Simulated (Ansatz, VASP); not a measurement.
**RbMg6Sn: VASP beside Ansatz**

```xyz
8
Lattice="5.2244 0.0000 0.0000 0.0000 3.5267 6.0982 0.0000 -3.5267 6.0982" Properties=species:S:1:pos:R:3 pbc="T T T"
Sn    0.0000    0.0000   10.4184
Rb    2.6122    0.0000    8.1412
Mg    2.6122    0.0000    1.9683
Mg    2.6122    1.8227    5.1068
Mg    2.6122   -1.8227    5.1068
Mg    0.0000    0.0000    4.0545
Mg    0.0000    2.0001    6.9947
Mg    0.0000   -2.0001    6.9947
```

The cell comes from a database or a generator and needn't be the stable form of this composition.

Alike in both runs: task single point; functional PBE; k mesh 5 × 5 × 5; occupations gaussian, width 0.02 eV; no spin polarisation.

|  | VASP | Ansatz |
| --- | --- | --- |
| version | VASP 6.6.1 | Ansatz 0.2.0 |
| potentials or method | VASP PAW PBE potentials, release 64 (Sn, Rb_pv, Mg) | Ansatz PAW |
| plane-wave cutoff (eV) | 500 | 420 |
| valence electrons in the cell | 23 | 83 |

```csv
,VASP,Ansatz,Ansatz less VASP
gap on the k mesh at the Fermi level (eV),none,none,-
pressure (GPa),-0.1,-0.1,-0.04
largest component of the traceless stress (GPa),0.48,0.48,0.000
rms of the force components (eV/Å),0.016,0.017,+0.0008
```

Atom by atom the forces differ by 0.005 eV/Å (rms over components). A gap of «none» marks a metal or a gap that the smearing closes. With one functional, cell and mesh, what is left measures potentials, basis and numerics. The two sets of potentials don't hold the same shells in valence.
